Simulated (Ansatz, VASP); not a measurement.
# BN in two plane-wave programs, part 2 of 2

Wanted: the spread between two codes on one cell, functional and k mesh. The cell is taken from a series of runs on this material, whose earlier steps may have relaxed, scaled, displaced or heated it; both programs get it as it stands.

VASP 6.6.1 and Ansatz 0.2.0.

So far: Starting point; VASP: zone-centre phonons, LDA.

**3. Ansatz: zone-centre phonons, LDA**

Level of this step: Ansatz beside VASP: Kohn-Sham DFT, plane waves, LDA (Ansatz).

Ansatz runs on its default PAW (the set named soft_2) files.

The same cell, functional (in two slightly different forms) and mesh now go to Ansatz, which takes its cutoff from its data sets.

Contents of input.yaml:

```yaml
crystal:
  lattice:
    - [-1.7921993307, 0.0, 1.7921993307]
    - [0.0, 1.7921993307, 1.7921993307]
    - [-1.7921993307, 1.7921993307, 0.0]
  atoms:
    - { symbol: B, position: [0.0, 0.0, 0.0] }
    - { symbol: "N", position: [0.75, 0.75, 0.75] }
kpoints:
  mp_grid: { grid: [12, 12, 12] }
hamiltonian:
  xc: lda
scf:
  occupations: { method: fixed }
output:
  eigenvalues: true
phonons:
  method: dfpt
  dielectric: true
  rigid_motions: translations
```

On the command line:

```sh
> ansatz run input.yaml --threads 2 --pin off --max-ram 4096MiB --backend cpu --events-out ev --progress --plain --runs-dir out
```

Numbers of over 12 decimals in the logs are rounded to 6 here.

The log of the run:

```text
Engine: ansatz 0.2.0, aarch64-unknown-linux-gnu
Pseudopotentials: kind: paw
Pseudopotential: B, paw, valence charge 3, recommended cutoff 420 eV (normal), B.paw.azcp
Pseudopotential: N, paw, valence charge 5, recommended cutoff 420 eV (normal), N.paw.azcp
Functional definition: SPW92
  exchange = slater_x
  correlation = pw_c
Crystal: 2 atoms, lattice volume = 11.513 Å³
Basis set: ecut = 420 eV, 229 PW (Γ), exchange–correlation on 36×36×36 points (8 copies of the dense FFT grid, shifted against one another)
Bands: 8, of which v1, the nominal top of the filled ones, is band 4 counted from 1 (3 counted from 0)
Symmetry: 24 space group operations
k-points: 280 of 1728 (irreducible under 4 space group operations, time reversal used)
Non-local potential: B, projectors of the file, l = 0: 2, l = 1: 2, l = 2: 1
Non-local potential: N, projectors of the file, l = 0: 2, l = 1: 2, l = 2: 1
PAW form: soft (Blöchl's): semilocal exchange-correlation on the pseudo side does not see the compensation charge
PAW frozen core: B, regenerated for the run's functional, and the local potential with it (the file was generated under x = pbe(κ = 0.804, μ = 0.219515), c = pbe(β = 0.066725))
PAW frozen core: N, regenerated for the run's functional, and the local potential with it (the file was generated under x = pbe(κ = 0.804, μ = 0.219515), c = pbe(β = 0.066725))
PAW one-centre angular grid: B, 110 points (default); XC on 64 Gauss nodes
PAW one-centre angular grid: N, 110 points (default); XC on 64 Gauss nodes
Initial density: superposition of atomic densities (neutral atoms: chi_scale 0, normalization atom), corrected by the library's trained network
Initial wavefunctions: pseudopotential atomic-orbital guess
Functional: x = slater, c = lda
SCF iter   1: F=—  HF=-526.470142 eV  |F-HF|=—  |Δ(HF+E_count)|=         —  Δρ=7.84e-3  dr2=5.19e-3  ethr=1.77e-3  ⟨swp⟩=3.9  Hψ=12749  notcnv=0  defer=448
preconditioner: auto → none  [insulator: Δε(μ)=4.327 eV  Ē_g=20.182 eV  n_scr=0 (ndim 8)  ℏωp=31.0 eV  f_vac=0.000  ε∞_Penn≈3.4]
SCF iter   2: F=—  HF=-526.468669 eV  |F-HF|=—  |Δ(HF+E_count)|=   1.47e-3  Δρ=3.28e-3  dr2=4.52e-4  ethr=6.48e-5  ⟨swp⟩=2.1  Hψ=5143  notcnv=0  defer=539
SCF iter   3: F=—  HF=-526.468528 eV  |F-HF|=—  |Δ(HF+E_count)|=   1.41e-4  Δρ=1.39e-3  dr2=7.20e-5  ethr=5.65e-6  ⟨swp⟩=2.9  Hψ=3846  notcnv=0  defer=543
SCF iter   4: F=—  HF=-526.468507 eV  |F-HF|=—  |Δ(HF+E_count)|=   2.14e-5  Δρ=3.03e-4  dr2=3.36e-6  ethr=9.00e-7  ⟨swp⟩=1.0  Hψ=2240  notcnv=0
SCF iter   5: F=—  HF=-526.468506 eV  |F-HF|=—  |Δ(HF+E_count)|=   4.55e-7  Δρ=2.93e-5  dr2=3.55e-8  ethr=4.20e-8  ⟨swp⟩=1.1  Hψ=2306  notcnv=0
SCF iter   6: F=—  HF=-526.468506 eV  |F-HF|=—  |Δ(HF+E_count)|=   3.37e-7  Δρ=1.78e-6  dr2=8.66e-11  ethr=1.25e-12  ⟨swp⟩=5.3  Hψ=11406  notcnv=0
SCF iter   7: F=-526.468506 eV  HF=-526.468506 eV  |F-HF|=3.41e-13  |Δ(HF+E_count)|=  1.90e-11  Δρ=1.41e-7  dr2=8.60e-13  ethr=1.08e-12  ⟨swp⟩=4.0  Hψ=8773  notcnv=0
SCF 1 converged in 7 iterations: F = -526.468506 eV  dr2 = 8.60e-13
  greatest PAW one-centre occupation: 0.782 electrons in one spin orbital (limit 2), on the N atom at site 1 (counted from 0), in its partial waves of l = 0
NSCF: frozen V_eff on 2 k-points
DFPT response loops at Γ: preconditioner auto → none (the input reference at scf.mixing.eps_inf says where Resta's filter doesn't serve); β = 0.50; Broyden in place of MSR1
SCF converged after 7 iterations
Free energy (F): -526.468506 eV
Harris-Foulkes:  -526.468506 eV  (|F-HF|=3.41e-13)
Internal energy: -526.468506 eV  (E = F + TS)
E sigma→0 (E₀):  -526.468506 eV
Fermi energy:    11.340064 eV
--- Per-component energies (eV) ---
  E_band       = 27.079024
  E_kinetic    = 186.674982
  E_local      = -174.069842  (includes V_loc(G=0)·N_el)
  E_nonlocal   = 58.744164
  E_hartree    = 47.950716
  E_xc         = -92.939069
  E_vxc        = -116.036235  (∫ρ·V_xc dr)
  E_paw        = -191.511121  (= ΣΔE_a)
  E_vpaw       = -24.135573  (= ΣTr[D̂ρ^β])
  E_aug_tail   = 0.000098  (compensation charges beyond the density's cutoff)
  E_ewald      = -361.444312
  E_core_change = 0.125878  (= ΣΔE_core)
  E_smearing   = -0.000000  (= −TS)
  E_closure    = 0.000000  (closes the sum)
  Σ components = -526.468506   (vs F -526.468506, Δ=0.00e0)
--- Band table (eV; the first three rows and the last of 280) ---
  k-point 0: bands = ["-9.0293", "11.3401", "11.3401", "11.3401", "20.1544", "20.1544", "20.1544", "22.1632"]
  k-point 1: bands = ["-8.8562", "10.4182", "11.1507", "11.1507", "20.4151", "20.4357", "20.4357", "22.6823"]
  k-point 2: bands = ["-8.3426", "8.2920", "10.6967", "10.6967", "20.8344", "21.0867", "21.0867", "23.9153"]
  k-point 279: bands = ["-3.2135", "2.2877", "6.2848", "6.2848", "15.7276", "20.6512", "29.4182", "29.4182"]
--- Phonons (Γ-DFPT): 2 representative perturbations + reference, on 280 of 1728 k-points (Σ response iterations 6) ---
  k mesh reduced under 4 symmetry operations, with k and −k counted as one. Each operation leaves every solved perturbation unchanged. A smaller set is not considered because the run solves the response to a homogeneous field
  ASR residual: 6.116e-5 → 0.000e0 eV/Å²; symmetrization residual: 4.196e-7 eV/Å²
  ASR residual per site (eV/Å²): 6.12e-5 1.99e-5
  Γ frequencies (cm⁻¹): 0.00 0.00 0.00 1063.72 1063.72 1063.72
  ε∞ (high-frequency dielectric tensor):
        4.568531    -0.000000    -0.000000
        0.000000     4.568531     0.000000
       -0.000000     0.000000     4.568531
  ε⁰ (static dielectric tensor: ions relaxed, cell fixed):
        6.755840    -0.000000    -0.000000
        0.000000     6.755840     0.000000
        0.000000     0.000000     6.755840
  ε⁰ − ε∞ (ionic part):
        2.187309    -0.000000     0.000000
       -0.000000     2.187309     0.000000
        0.000000     0.000000     2.187309
  softest optical mode at Γ: 1063.72 cm⁻¹; the repairs (sum rule, projections) moved no ω² at Γ by more than (1.27 cm⁻¹)²
  Born effective charges Z* (e; rows j = field, columns β = displacement):
    site 0:
         1.87965    0.00000    0.00000
        -0.00000    1.87965   -0.00000
         0.00000    0.00000    1.87965
    site 1:
        -1.87965   -0.00000   -0.00000
         0.00000   -1.87965    0.00000
        -0.00000   -0.00000   -1.87965
  Z* charge neutrality: 1.615e-6 e pre-enforcement
  k-mesh period / interband length: 30.4 Å / 1.29 Å = 23.54 at k = (0.0000, -0.5000, -0.5000), direct gap 9.443 eV — 14 or more, which is no proof of convergence
  optical modes at Γ without the LO–TO term, one row a degenerate level:
      ω (cm⁻¹)  modes    IR ((D/Å)²/amu)
       1063.72      3            40.0789
  optical modes at Γ + LO–TO along q̂ = [1.0000, 0.0000, 0.0000]:
      ω (cm⁻¹)  modes    IR ((D/Å)²/amu)
       1063.72      2            26.7193
       1293.54      1            13.3596
  optical modes at Γ + LO–TO along q̂ = [0.0000, 1.0000, 0.0000]:
      ω (cm⁻¹)  modes    IR ((D/Å)²/amu)
       1063.72      2            26.7193
       1293.54      1            13.3596
  optical modes at Γ + LO–TO along q̂ = [0.0000, 0.0000, 1.0000]:
      ω (cm⁻¹)  modes    IR ((D/Å)²/amu)
       1063.72      2            26.7193
       1293.54      1            13.3596
```

In the SCF lines HF is the Harris–Foulkes energy and dr2 the Hartree energy of the density residual, in eV; the loop may stop once dr2 is under the threshold and the program's other checks hold. Hψ counts applications of the Hamiltonian.

**4. Side by side**

Known differences besides the potentials themselves: fixed occupations in Ansatz, narrow Gaussian smearing in VASP; the cutoff is 420 eV in Ansatz and 600 eV in VASP; VASP's log shows a relativistic correction to its local exchange, Ansatz's none. Total energies have different zeros and are not compared.

Compared:

```
                                    quantity  Ansatz    VASP  difference
                                       ε∞ xx    4.57    4.56     +0.10 %
                                       ε∞ yy    4.57    4.56     +0.10 %
                                       ε∞ zz    4.57    4.56     +0.10 %
Born charge of B1 (mean of the diagonal) (e)    1.88    1.88        0.00
Born charge of N2 (mean of the diagonal) (e)   -1.88   -1.88        0.00
                  optical mode 1 to 3 (cm⁻¹)  1063.7  1065.7     -0.19 %
```

Modes are paired by rising frequency, not by their patterns, so a pair may set unlike modes beside each other; they are those without the splitting of longitudinal modes.

**5. Summary of results**

```
r.m.s. difference of the optical zone-centre modes, each program's sorted by frequency (zone-centre phonons, LDA) : 2.0 cm⁻¹
```

**Reading.** The r.m.s. difference of the optical zone-centre modes, each program's sorted by frequency is 2.0 cm⁻¹ (zone-centre phonons, LDA). Such differences can come from data sets, numerical settings and the points named under the comparisons, not from the functional's error against experiment.

[Lines on the potential files, build, host, timing and source positions are cut from VASP's logs without a mark.]

[Logs are printed without paths, hosts, clocks, repeated set-up lines and the standing remarks that a program may print on its own settings, such as how far it seeks lower states.]

[Hosts, paths, dates, database ids (printed as entryN), source tags and the programs' standing remarks are cut or masked in the printed files.]
